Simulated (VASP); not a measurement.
An input for Quantum ESPRESSO's pw.x (written as the equivalent of a VASP run, and not itself run):

```
&CONTROL
  calculation = 'vc-relax'
  pseudo_dir = './pseudo'
  outdir = './out'
  tprnfor = .true.
  tstress = .true.
  nstep = 60
  forc_conv_thr = 0.00078
/
&SYSTEM
  ibrav = 0
  nat = 5
  ntyp = 3
  ecutwfc = 84
  occupations = 'smearing'
  smearing = 'gaussian'
  degauss = 0.003675
  input_dft = 'vdw-df-obk8'
/
&ELECTRONS
  conv_thr = 7.3e-08
  electron_maxstep = 100
/
&IONS
/
&CELL
/
ATOMIC_SPECIES
  K 39.098 K.upf
  Mg 24.305 Mg.upf
  F 18.998 F.upf
CELL_PARAMETERS angstrom
     3.9900000    0.0000000    0.0000000
     0.0000000    3.9900000    0.0000000
     0.0000000    0.0000000    3.9900000
ATOMIC_POSITIONS crystal
  K    0.0000000  0.0000000  0.0000000
  Mg   0.5000000  0.5000000  0.5000000
  F    0.5000000  0.0000000  0.5000000
  F    0.0000000  0.5000000  0.5000000
  F    0.5000000  0.5000000  0.0000000
K_POINTS automatic
  5 5 5 0 0 0
```

**Question.** Translate this input to VASP (INCAR, KPOINTS, POSCAR, choice of POTCAR).

**Answer.** This is not unique; one that fits is 
**KPOINTS**
```
Automatic
0
Gamma
 5 5 5
```

INCAR:
```
LUSE_VDW = T
ALGO = Normal   # blocked Davidson
PARAM2 = 0.22
EDIFFG = -0.02   # ionic stop
GGA = BO
LWAVE = F
LASPH = T   # aspherical one-centre terms
SYSTEM = KMgF3
ISMEAR = 0   # Gaussian
ISIF = 3
LREAL = F
NELM = 100   # most electronic steps
IBRION = 2   # conjugate gradients
NSW = 60
PARAM1 = 0.1833333333
LCHARG = F
ENCUT = 520   # plane-wave cut-off (eV)
EDIFF = 1E-6
AGGAC = 0.0
SIGMA = 0.05
PREC = Accurate
```

### POSCAR
```
KMgF3
1
    3.9900000000     0.0000000000     0.0000000000
    0.0000000000     3.9900000000     0.0000000000
    0.0000000000     0.0000000000     3.9900000000
K Mg F
1 1 3
Direct
  0.0000000000   0.0000000000   0.0000000000
  0.5000000000   0.5000000000   0.5000000000
  0.5000000000   0.0000000000   0.5000000000
  0.0000000000   0.5000000000   0.5000000000
  0.5000000000   0.5000000000   0.0000000000
```

POTCAR, in this order: K_sv Mg F (PBE.64 set). Program: vasp_std.

What does not carry over: the potentials are each code's own (VASP's PAW set, PseudoDojo norm-conserving files in pw.x), so ENCUT and ecutwfc are chosen apart and not converted; conv_thr bounds pw.x's estimated SCF error, while EDIFF bounds the energy change between steps; forc_conv_thr acts on force components and is met together with etot_conv_thr.

The compound is KMgF3 in the cubic perovskite structure. This run relaxes it. Symmetry was kept, so distortions that lower it aren't found. The start is the result of an earlier pass.
